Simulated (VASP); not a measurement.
## TaW (ordered alloy cell): computed properties

All values below come from PBEsol GGA, VASP's PBE PAW potentials (set 64) (plane waves; VASP).

| Quantity | Result |
|---|---|
| space group | Cmmm (65) |
| cell | a = 3.196 Å, b = 4.583 Å, c = 4.507 Å, α = β = γ = 90.00° |
| volume per atom | 16.50 Å^3/atom |
| band gap (over mesh and band path) | none (metal, semimetal or under 0.01 eV) |
| density | 18.35 g/cm³ |

```yaml
crystal:
  lattice:
    - [-3.19606, 3.18722, 3.18722]
    - [1.59803, -1.62023, 1.62023]
    - [1.59803, 1.62023, -1.62023]
  atoms:
    - { symbol: W, position: [0.00000, 0.00000, 0.00000] }
    - { symbol: Ta, position: [0.50000, 0.00000, 0.00000] }
```

Unless said otherwise, spin-orbit coupling is left out, though it shifts the bands of the heavy elements here.

The structure was generated: TaW was put into an ordered model structure (Cmmm), which need not be its known phase. It was relaxed first. Symmetry was kept, so distortions that lower it aren't found. The electron count is odd and the run is not spin-polarised, which forces a metal.
